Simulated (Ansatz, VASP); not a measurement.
## One calculation of CsLiCr2Te2S3, two programs

The input INCAR:

```
  ALGO = Normal
  EDIFF = 1E-7
  ENCUT = 520
  GGA = PE
  ISIF = 2
  ISMEAR = -1
  ISPIN = 2
  KPAR = 4
  LASPH = True
  LCHARG = False
  LMAXMIX = 4
  LORBIT = 11
  LREAL = False
  LWAVE = False
  MAGMOM = 0 0 3 3 0 0 0 0 0
  NBANDS = 47
  NELM = 100
  PREC = Accurate
  SIGMA = 0.05
```

KPOINTS

```
k-points
0
Gamma
  5 5 4
```

Contents of POSCAR:

```
CsLiCr2Te2S3
1.0
    3.4666464793     -5.2488647918      0.0079431697
    3.4666464793      5.2488647918      0.0079431697
   -2.9423263562      0.0000000000      7.5287166086
Cs Li Cr Te S
1 1 2 2 3
Direct
    0.0937400000      0.0937400000      0.0085300000
    0.5887500000      0.5887500000      0.5533600000
    0.0564600000      0.4675500000      0.5579000000
    0.4675500000      0.0564600000      0.5579000000
    0.5648600000      0.8735700000      0.2903500000
    0.8735700000      0.5648600000      0.2903500000
    0.8115100000      0.3969700000      0.7334700000
    0.3969700000      0.8115100000      0.7334700000
    0.2140400000      0.2140400000      0.4837100000
```

input.yaml

```yaml
crystal:
  lattice:
    - [3.4666464793, -5.2488647918, 0.0079431697]
    - [3.4666464793, 5.2488647918, 0.0079431697]
    - [-2.9423263562, 0.0, 7.5287166086]
  atoms:
    - { symbol: Cs, position: [0.09374, 0.09374, 0.00853] }
    - { symbol: Li, position: [0.58875, 0.58875, 0.55336] }
    - { symbol: Cr, position: [0.05646, 0.46755, 0.5579], spin: 3.0 }
    - { symbol: Cr, position: [0.46755, 0.05646, 0.5579], spin: 3.0 }
    - { symbol: Te, position: [0.56486, 0.87357, 0.29035] }
    - { symbol: Te, position: [0.87357, 0.56486, 0.29035] }
    - { symbol: S, position: [0.81151, 0.39697, 0.73347] }
    - { symbol: S, position: [0.39697, 0.81151, 0.73347] }
    - { symbol: S, position: [0.21404, 0.21404, 0.48371] }
hamiltonian:
  xc: pbe
  pseudopotentials: { kind: paw }
magnetization:
  spin_polarized: true
kpoints:
  mp_grid: { grid: [5, 5, 4] }
scf:
  occupations: { method: fermi_dirac, width: 0.05 }
output:
  forces: true
  stress: true
  eigenvalues: true
  write_density: true
  write_potential: true
  elf: true
  volumetric_format: npy
```

Change from the starting cell: volume scaled by 1.04.

Alike in both runs: task single point; functional PBE; k mesh 5 × 5 × 4; occupations fermi-dirac, width 0.05 eV; collinear spin, ferromagnetic start.

|  | VASP | Ansatz |
| --- | --- | --- |
| version | VASP 6.6.1 | Ansatz 0.2.0 |
| potentials or method | VASP PAW PBE potentials, release 64 (Cs_sv, Li_sv, Cr_pv, Te, S) | Ansatz PAW |
| plane-wave cutoff (eV) | 520 | 420 |
| valence electrons in the cell | 66 | 90 |

```tsv
	VASP	Ansatz	Ansatz less VASP
gap on the k mesh at the Fermi level (eV)	none	none	-
rms of the force components (eV/Å)	0.118	0.121	+0.0021
net moment per atom (μB)	0.45	0.45	0.000
size of the moment on the site where the two differ most (μB)	2.36	2.12	-0.246
```

Site moments also hang on the region over which each program counts them. Atom by atom the forces differ by 0.003 eV/Å (rms over components). A gap of «none» marks a metal or a gap that the smearing closes. With one functional, cell and mesh, what is left measures potentials, basis and numerics. The two sets of potentials don't hold the same shells in valence.

Caveats: only a ferromagnetic start was run, and an antiferromagnetic order may lie lower in energy. The runs have no spin-orbit coupling, so splittings on Cs, Te are missing.
